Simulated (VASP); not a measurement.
Given:

```
MgO
1.0
    0.00000     2.12345     2.12345
    2.12345     0.00000     2.12345
    2.12345     2.12345     0.00000
Mg O
1 1
Direct
  0.00000   0.00000   0.00000
  0.50000   0.50000   0.50000
```

These are PBE0 hybrid, VASP's PBE PAW potentials (set 64) (plane waves; VASP) values and carry that method's errors. Settings: 520 eV cut-off, 8×8×8 Γ-centred mesh, Gaussian smearing of 0.050 eV, potentials Mg O.

### Question
What does the run give for the energy per atom (σ→0), pressure, band gap (over the mesh, the named points and PBE's band edges) with the smallest direct gap where there is one?

### Answer

```
Quantity                                                                            Result
--------------------------------------------------------------------------  --------------
band gap (over the mesh, the named points and PBE's band edges)                    6.92 eV
smallest direct gap (over the mesh, the named points and PBE's band edges)         6.92 eV
energy per atom (σ→0)                                                       -7.387 eV/atom
pressure                                                                         -5.38 GPa
```

The absolute energy has meaning only against runs of the same code, potentials and settings.

The compound is MgO in the rock salt structure. It was relaxed first.
